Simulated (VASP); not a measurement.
Here is a VASP 6.6.1 calculation.

The input INCAR:

```
ALGO = Normal ; EDIFF = 1E-6
ENCUT = 520 ; GGA = PE
ICORELEVEL = 1 ; ISIF = 2
ISMEAR = 0 ; LASPH = True
LCHARG = False ; LREAL = False
LWAVE = False ; NELM = 80
PREC = Accurate ; SIGMA = 0.02
```

The input KPOINTS:

```
k-points
0
Gamma
  10 10 8
```

File POSCAR:

```
GaB
1.0
    2.7182400000      0.0000000000      0.0000000000
    0.0000000000      2.7182400000      0.0000000000
    0.0000000000      0.0000000000      3.2362100000
Ga B
1 1
Direct
    0.5000000000      0.5000000000      0.5000000000
    0.0000000000      0.0000000000      0.0000000000
```

Potentials or basis: VASP PAW PBE potentials, release 64 (Ga_d, B).

Launch:

```sh
$ cat potpaw_PBE.64/Ga_d/POTCAR potpaw_PBE.64/B/POTCAR > POTCAR
$ mpirun -np 1 vasp_std > vasp.out
```

Predict the pressure.

0.1 GPa.

Estimate the band gap on the k mesh.

none (metal or under the smearing width).

Stress tensor (GPa, compression positive):
```
 0.72  0.00  0.00
 0.00  0.72  0.00
 0.00  0.00 -1.26
```
